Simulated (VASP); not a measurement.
The input files of a VASP run:

### POSCAR
```
C
3.5358360
  0.0000000000   0.5000000115   0.5000000115
  0.5000000115   0.0000000000   0.5000000115
  0.5000000115   0.5000000115   0.0000000000
C
2
Cartesian
  0.0000000000   0.0000000000   0.0000000000
  0.2500000058   0.2500000058   0.2500000058
```

File KPOINTS:
```
K-points
0
G
  14 14 14
0 0 0
```

### INCAR
```
# general
SYSTEM = C
PREC   = Accurate
ENCUT  = 520   # plane-wave cut-off (eV)
LREAL  = .FALSE.   # projection in real space or not
LASPH  = .TRUE.   # aspherical one-centre terms

# electronic loop
EDIFF  = 1E-7   # SCF stop (eV)
NELM   = 100   # most electronic steps
ALGO   = Normal   # blocked Davidson

# smearing
ISMEAR = -5

# ions
ISIF   = 2   # forces and stress, cell fixed

# output
LWAVE  = .FALSE.
LCHARG = .TRUE.
LORBIT = 11   # lm-projected
NEDOS  = 601   # DOS grid
```

POTCAR, in this order: C (LDA.64 set). Program: vasp_std.

**Question.** Translate this LDA calculation to Ansatz.

**Answer.** One equivalent input (not run):
Ansatz 0.2 input:
```yaml
crystal:
  lattice:
    - [0.0000000, 1.7679180, 1.7679180]
    - [1.7679180, 0.0000000, 1.7679180]
    - [1.7679180, 1.7679180, 0.0000000]
  atoms:
    - { symbol: C, position: [0.0000000, 0.0000000, 0.0000000] }
    - { symbol: C, position: [0.2500000, 0.2500000, 0.2500000] }
kpoints:
  mp_grid: { grid: [14, 14, 14] }
hamiltonian:
  xc: lda
  pseudopotentials: { kind: paw }
scf:
  occupations: { method: tetrahedron }
  max_iter: 100
output: { forces: true, stress: true, eigenvalues: true }
```
Limits of the translation: each code has its own PAW files, so the cut-off isn't converted (ENCUT is set for VASP's; basis.ecutwfc is left out, and Ansatz then takes the one that its files recommend); Ansatz stops its SCF on the density residual and VASP on the energy change (EDIFF); Ansatz's lda is the Perdew-Wang form, while the LDA potentials of VASP carry Perdew-Zunger's.

The compound is C in the diamond structure. It was relaxed first.
